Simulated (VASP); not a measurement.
VASP ran on this input.

**INCAR**
```
SYSTEM  =  PbO2
PREC  =  Accurate; ENCUT  =  520; LREAL  =  .FALSE.
LASPH  =  .TRUE.
EDIFF  =  1E-6; NELM  =  100; ALGO  =  Normal
LMAXMIX  =  4; LMIXTAU  =  .TRUE.
ISMEAR  =  0; SIGMA  =  0.05
METAGGA  =  R2SCAN
IBRION  =  2; NSW  =  60; ISIF  =  3
EDIFFG  =  -0.02
LWAVE  =  .FALSE.; LCHARG  =  .FALSE.
```

KPOINTS:
```
Automatic
0
G
 4 4 6
```

File POSCAR:
```
PbO2
1
    4.9936779014     0.0000000000     0.0000000000
    0.0000000000     4.9936779014     0.0000000000
    0.0000000000     0.0000000000     3.4168354435
Pb O
2 4
Direct
  1.0000000000   0.0000000000   0.0000000000
  0.5000000000   0.5000000000   0.5000000000
  0.3074101816   0.3074101816   1.0000000000
  0.8074101816   0.1925898184   0.5000000000
  0.1925898184   0.8074101816   0.5000000000
  0.6925898184   0.6925898184   0.0000000000
```

POTCAR, in this order: Pb_d O (PBE.64 set). Program: vasp_std.

### Question
Write an equivalent input for Ansatz.

### Answer
One equivalent input (not run):
Ansatz 0.2 input:
```yaml
crystal:
  lattice:
    - [4.9936779, 0.0000000, 0.0000000]
    - [0.0000000, 4.9936779, 0.0000000]
    - [0.0000000, 0.0000000, 3.4168354]
  atoms:
    - { symbol: Pb, position: [1.0000000, 0.0000000, 0.0000000] }
    - { symbol: Pb, position: [0.5000000, 0.5000000, 0.5000000] }
    - { symbol: O, position: [0.3074102, 0.3074102, 1.0000000] }
    - { symbol: O, position: [0.8074102, 0.1925898, 0.5000000] }
    - { symbol: O, position: [0.1925898, 0.8074102, 0.5000000] }
    - { symbol: O, position: [0.6925898, 0.6925898, 0.0000000] }
kpoints:
  mp_grid: { grid: [4, 4, 6] }
hamiltonian:
  xc: r2scan
  pseudopotentials: { kind: paw }
scf:
  occupations: { method: gaussian, width: 0.05 }
  max_iter: 100
relax:
  max_steps: 60
  f_tol: 0.02
  cell: {}
output: { forces: true, stress: true, eigenvalues: true }
```
The two are equivalent in intent, not identical: each code has its own PAW files, so the cut-off isn't converted (ENCUT is set for VASP's; basis.ecutwfc is left out, and Ansatz then takes the one that its files recommend); Ansatz stops its SCF on the density residual and VASP on the energy change (EDIFF).

The compound is PbO2 in the rutile structure. This run relaxes it. Symmetry was kept, so distortions that lower it aren't found. The start is the result of an earlier pass.
